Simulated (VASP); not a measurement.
OSZICAR of a VASP run on In (bct):

**OSZICAR**
```
       N       E                     dE             d eps       ncg     rms          rms(c)
DAV:   1     0.702085765517E+02    0.70209E+02   -0.65549E+03  7004   0.164E+03
DAV:   2     0.106086448825E+00   -0.70102E+02   -0.69236E+02  7106   0.287E+02
DAV:   3    -0.252238613208E+01   -0.26285E+01   -0.26176E+01  8120   0.642E+01
DAV:   4    -0.258042982183E+01   -0.58044E-01   -0.58026E-01  8860   0.967E+00
DAV:   5    -0.258292531736E+01   -0.24955E-02   -0.24954E-02  8424   0.163E+00    0.223E+00
DAV:   6    -0.256081356891E+01    0.22112E-01   -0.43308E-02  8030   0.459E+00    0.111E+00
DAV:   7    -0.255656647906E+01    0.42471E-02   -0.13838E-02  8226   0.241E+00    0.251E-01
DAV:   8    -0.255631262137E+01    0.25386E-03   -0.80349E-04  8616   0.564E-01    0.324E-02
DAV:   9    -0.255631817437E+01   -0.55530E-05   -0.13894E-05  9356   0.567E-02    0.134E-02
DAV:  10    -0.255631908647E+01   -0.91210E-06   -0.13686E-06  7546   0.145E-02    0.206E-03
DAV:  11    -0.255631904226E+01    0.44212E-07   -0.55941E-08  5010   0.285E-03
   1 F= -.25563190E+01 E0= -.25562629E+01  d E =-.255632E+01
       N       E                     dE             d eps       ncg     rms          rms(c)
DAV:   1    -0.255708087191E+01   -0.76179E-03   -0.22733E-02  8014   0.165E+00    0.133E-01
DAV:   2    -0.255670937656E+01    0.37150E-03   -0.50893E-04 10106   0.485E-01    0.872E-02
DAV:   3    -0.255647879922E+01    0.23058E-03   -0.26723E-04  8802   0.513E-01    0.216E-02
DAV:   4    -0.255648168705E+01   -0.28878E-05   -0.35292E-05  7628   0.701E-02    0.245E-02
DAV:   5    -0.255648160035E+01    0.86698E-07   -0.11002E-06  9930   0.147E-02    0.104E-02
DAV:   6    -0.255648154713E+01    0.53222E-07   -0.81720E-08  4512   0.585E-03
   2 F= -.25564815E+01 E0= -.25564414E+01  d E =-.162505E-03
       N       E                     dE             d eps       ncg     rms          rms(c)
DAV:   1    -0.256229864598E+01   -0.58170E-02   -0.20433E-01  7990   0.495E+00    0.398E-01
DAV:   2    -0.255894909436E+01    0.33496E-02   -0.45923E-03 10026   0.138E+00    0.262E-01
DAV:   3    -0.255686845986E+01    0.20806E-02   -0.24533E-03  8694   0.150E+00    0.652E-02
DAV:   4    -0.255689423689E+01   -0.25777E-04   -0.31272E-04  7590   0.208E-01    0.741E-02
DAV:   5    -0.255689374508E+01    0.49181E-06   -0.10048E-05 10128   0.440E-02    0.319E-02
DAV:   6    -0.255689334924E+01    0.39583E-06   -0.88785E-07  7704   0.183E-02    0.109E-02
DAV:   7    -0.255689332786E+01    0.21387E-07   -0.60622E-08  4004   0.536E-03
   3 F= -.25568933E+01 E0= -.25569058E+01  d E =-.574286E-03
       N       E                     dE             d eps       ncg     rms          rms(c)
DAV:   1    -0.257810465279E+01   -0.21211E-01   -0.81398E-01  8006   0.990E+00    0.793E-01
DAV:   2    -0.256460418142E+01    0.13500E-01   -0.18493E-02  9824   0.236E+00    0.523E-01
DAV:   3    -0.255630771378E+01    0.82965E-02   -0.10035E-02  8644   0.280E+00    0.128E-01
DAV:   4    -0.255640028653E+01   -0.92573E-04   -0.11413E-03  7668   0.389E-01    0.147E-01
DAV:   5    -0.255639829900E+01    0.19875E-05   -0.43052E-05 10092   0.899E-02    0.515E-02
DAV:   6    -0.255639709622E+01    0.12028E-05   -0.28820E-06  7672   0.309E-02    0.187E-02
DAV:   7    -0.255639706765E+01    0.28571E-07   -0.25566E-07  6676   0.990E-03
   4 F= -.25563971E+01 E0= -.25563942E+01  d E =-.780254E-04
       N       E                     dE             d eps       ncg     rms          rms(c)
DAV:   1    -0.256817327317E+01   -0.11776E-01   -0.42761E-01  8042   0.721E+00    0.576E-01
DAV:   2    -0.256122254785E+01    0.69507E-02   -0.95754E-03  9970   0.191E+00    0.378E-01
DAV:   3    -0.255689365580E+01    0.43289E-02   -0.50694E-03  8576   0.217E+00    0.912E-02
DAV:   4    -0.255695239745E+01   -0.58742E-04   -0.68282E-04  7538   0.301E-01    0.107E-01
DAV:   5    -0.255695213187E+01    0.26558E-06   -0.20458E-05 10148   0.601E-02    0.556E-02
DAV:   6    -0.255695134217E+01    0.78970E-06   -0.22753E-06  7662   0.288E-02    0.199E-02
DAV:   7    -0.255695135117E+01   -0.90060E-08   -0.16135E-07  5124   0.797E-03
   5 F= -.25569514E+01 E0= -.25569736E+01  d E =-.632309E-03
```

Task: Which electronic solver shows in the log?

Result: It is blocked Davidson (ALGO = Normal, or the opening steps of other solvers). The INCAR had ALGO = Normal.

Task: Can the final energy be trusted as converged?

Result: The calculation finished and met its thresholds. It stopped with EDIFF = 1E-7, NELM = 100, NSW = 30 and EDIFFG = -0.01 after 5 ionic steps (PBE GGA, plane waves, VASP's PBE PAW potentials (set 64)).

The compound is In in the bct structure. This cell is one point of a volume scan, at 0.97 of the reference volume. Symmetry was kept, so distortions that lower it aren't found.
